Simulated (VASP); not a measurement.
Data:

```xyz
5
Lattice="2.6905 0.0000 0.0000 -1.3452 2.3300 0.0000 0.0000 0.0000 26.0031" Properties=species:S:1:pos:R:3 pbc="T T T"
Rh     1.3452     0.7767     8.6080
Rh     0.0000     1.5533    10.8048
Rh     0.0000     0.0000    13.0015
Rh     1.3452     0.7767    15.1983
Rh     0.0000     1.5533    17.3950
```

The numbers are results of r2SCAN meta-GGA, VASP's PBE PAW potentials (set 64) (plane waves; VASP), not measurements. Run with PREC = Normal, EDIFF = 1E-5, 400 eV cut-off, 12×12×1 Γ-centred mesh, first-order Methfessel-Paxton smearing of 0.10 eV, potentials Rh_pv.

Q: The ions are relaxed. What does this cell relax into?

A: 
```xyz
5
Lattice="2.6905 0.0000 0.0000 -1.3452 2.3300 0.0000 0.0000 0.0000 26.0031" Properties=species:S:1:pos:R:3 pbc="T T T"
Rh     1.3452     0.7767     8.6529
Rh     0.0000     1.5533    10.8076
Rh     0.0000     0.0000    13.0015
Rh     1.3452     0.7767    15.1955
Rh     0.0000     1.5533    17.3502
```

Q: How much energy does the relaxation gain?

A: The energy (σ→0) changes by -3.1 meV/atom, in 5 ionic steps.

The cell is a thin slab with vacuum, built from Rh (fcc): (111) face.
